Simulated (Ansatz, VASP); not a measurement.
Given: the input of a run of VASP 6.6.1 on ScNb.

Contents of INCAR:

```
PREC = Accurate ; ENCUT = 520
EDIFF = 1E-7 ; ISMEAR = 1
SIGMA = 0.1 ; LREAL = F
LASPH = T ; NELM = 60
ALGO = Fast ; ISIF = 2
LWAVE = F ; LCHARG = F
GGA = PE ; NBANDS = 19
```

KPOINTS

```
regular mesh
0
Gamma
  10 10 5
```

Contents of POSCAR:

```
ScNb
1.0
    3.0656443600      0.0000000000      0.0000000000
   -1.5328221800      2.6549258947      0.0000000000
    0.0000000000      0.0000000000      5.0721940000
Nb Sc
1 1
Direct
    0.0000000000      0.0000000000      0.5000000000
    0.6666666667      0.3333333333      0.0000000000
```

Potentials or basis: VASP PAW PBE potentials, release 64 (Nb_sv, Sc_sv).

Run with:

```console
$ cat potpaw_PBE.64/Nb_sv/POTCAR potpaw_PBE.64/Sc_sv/POTCAR > POTCAR
$ mpirun -np 1 vasp_std > vasp.out
```

Translate it to Ansatz 0.2.0. Potentials there: all-electron LAPW, scalar-relativistic.

As run (the cutoff follows the program's own potentials):

File input.yaml:

```yaml
crystal:
  lattice:
    - [3.06564436, 0.0, 0.0]
    - [-1.53282218, 2.6549258947, 0.0]
    - [0.0, 0.0, 5.072194]
  atoms:
    - { symbol: Nb, position: [0.0, 0.0, 0.5] }
    - { symbol: Sc, position: [0.6666666667, 0.3333333333, 0.0] }
kpoints:
  mp_grid: { grid: [10, 10, 5] }
scf:
  occupations: { method: methfessel_paxton, width: 0.1 }
hamiltonian:
  xc: pbe
  pseudopotentials: { kind: all_electron, lapw: { basis_error: 0.001 } }
output:
  forces: true
  stress: true
  eigenvalues: true
```

Potentials or basis: all-electron LAPW, scalar-relativistic.

Launch:

```bash
$ ansatz run input.yaml --threads 1 --pin off --max-ram 3072MiB --backend cpu --events-out ev --progress --plain --runs-dir out
```

Both were run:

|  | VASP | Ansatz | Ansatz less VASP |
| --- | --- | --- | --- |
| gap on the k mesh at the Fermi level (eV) | none | none | - |
| pressure (GPa) | -0.2 | -0.1 | +0.04 |
| largest component of the traceless stress (GPa) | 0.25 | 0.29 | +0.039 |

A gap of «none» marks a metal or a gap that the smearing closes. Ansatz ran all-electron here, so the differences hold the error of VASP's frozen core and of both bases.
